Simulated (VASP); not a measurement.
Input of a VASP 6.6.1 run:

INCAR

```
PREC     = Accurate       # precision mode
ENCUT    = 520            # plane-wave cutoff, eV
EDIFF    = 1E-7           # SCF threshold, eV
ISMEAR   = 0              # smearing method
SIGMA    = 0.1            # smearing width, eV
LREAL    = False          # projectors in reciprocal space
LASPH    = True           # aspherical terms in the spheres
NELM     = 60             # most SCF steps
ALGO     = Fast           # electronic algorithm
ISIF     = 3              # what is computed and relaxed
LWAVE    = False          # write WAVECAR
LCHARG   = False          # write CHGCAR
GGA      = PE             # functional
IBRION   = 2              # ionic algorithm
NSW      = 80             # ionic steps
EDIFFG   = -0.002         # ionic threshold
```

Contents of KPOINTS:

```
Automatic mesh
0
Gamma
  10 10 10
```

File POSCAR:

```
Al
1.0
    0.0000000000      2.0248050000      2.0248050000
    2.0248050000      0.0000000000      2.0248050000
    2.0248050000      2.0248050000      0.0000000000
Al
1
Direct
    0.0000000000      0.0000000000      0.0000000000
```

Potentials or basis: VASP PAW PBE potentials, release 64 (Al).

Command:

```console
$ cat potpaw_PBE.64/Al/POTCAR > POTCAR
$ mpirun -np 1 vasp_std > vasp.out
```

**Question.** Predict the band gap on the k mesh.

**Answer.** None (metal or under the smearing width).

**Question.** Predict the relaxed cell.

**Answer.** a = 2.855 Å, b = 2.855 Å, c = 2.855 Å, α = 60.00°, β = 60.00°, γ = 60.00°.

**Question.** What does it give for the space group after relaxing (to 0.05 Å)?

**Answer.** Fm-3m (No. 225).

**Question.** Estimate the relaxed volume.

**Answer.** 16.45 Å³/atom.

Final structure:
```
CELL_PARAMETERS angstrom
0.00000 2.01873 2.01873
2.01873 0.00000 2.01873
2.01873 2.01873 0.00000
ATOMIC_POSITIONS crystal
Al 0.00000 0.00000 0.00000
```
